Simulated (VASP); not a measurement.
All values below come from PBE GGA, VASP's PBE PAW potentials (set 64) (plane waves; VASP).

A VASP calculation is set up with these files.

### INCAR
```
! general
SYSTEM   = CoO
PREC     = Accurate
ENCUT    = 520
LREAL    = .FALSE.
LASPH    = .TRUE.
KSPACING = 0.5
KGAMMA   = .TRUE.

! electronic loop
EDIFF    = 1E-6
NELM     = 100
ALGO     = Normal
LMAXMIX  = 4

! smearing
ISMEAR   = 0
SIGMA    = 0.05

! functional
GGA      = PE

! spin
ISPIN    = 2
MAGMOM   = 3.0 -3.0 0.0 0.0

! ions
ISIF     = 2

! output
LWAVE    = .FALSE.
LCHARG   = .FALSE.
LORBIT   = 10
```

POSCAR:
```
CoO
5.3217610
  0.8164966446   0.4082483223   0.4082483223
  0.4082483223   0.8164966446   0.4082483223
  0.4082483223   0.4082483223   0.8164966446
Co O
2 2
Direct
  0.0000000000   0.0000000000   0.0000000000
  0.5000000000   0.5000000000   0.5000000000
  0.2500000000   0.2500000000   0.2500000000
  0.7500000000   0.7500000000   0.7500000000
```

POTCAR, in this order: Co O (PBE.64 set). Program: vasp_std.

Gaps are read on the run's mesh, which can miss a band edge.

Q: Estimate the energy per atom (σ→0), cell moment, pressure, band gap (on the k-mesh).

A: 
* **energy per atom (σ→0)**: -6.568 eV/atom
* **cell moment**: 0.00 μB
* **band gap (on the k-mesh)**: none (metal, semimetal or under 0.01 eV)
* **pressure**: -114.7 kbar

File OSZICAR:
```
...
DAV:  15    -0.262744682439E+02   -0.14438E-02   -0.15007E-02  2090   0.187E+00    0.224E-01
DAV:  16    -0.262744792543E+02   -0.11010E-04   -0.10293E-03  1955   0.572E-01    0.121E-01
DAV:  17    -0.262744347522E+02    0.44502E-04   -0.64030E-04  2161   0.474E-01    0.342E-02
DAV:  18    -0.262744428668E+02   -0.81146E-05   -0.11414E-04  2129   0.145E-01    0.153E-02
DAV:  19    -0.262744428460E+02    0.20755E-07   -0.19317E-05  1960   0.584E-02    0.106E-02
DAV:  20    -0.262744447508E+02   -0.19048E-05   -0.73654E-06  1246   0.489E-02    0.279E-03
DAV:  21    -0.262744448181E+02   -0.67374E-07   -0.60036E-07   828   0.110E-02
   1 F= -.26274445E+02 E0= -.26273018E+02  d E =-.285290E-02  mag=    -0.0000
```

The compound is CoO in the rock salt, AFM-II order structure. The cell was not relaxed at this level. The run is one of a series of settings (KGAMMA = .TRUE., KSPACING = 0.5, KPOINTS file removed against the base run), some of them coarse on purpose.
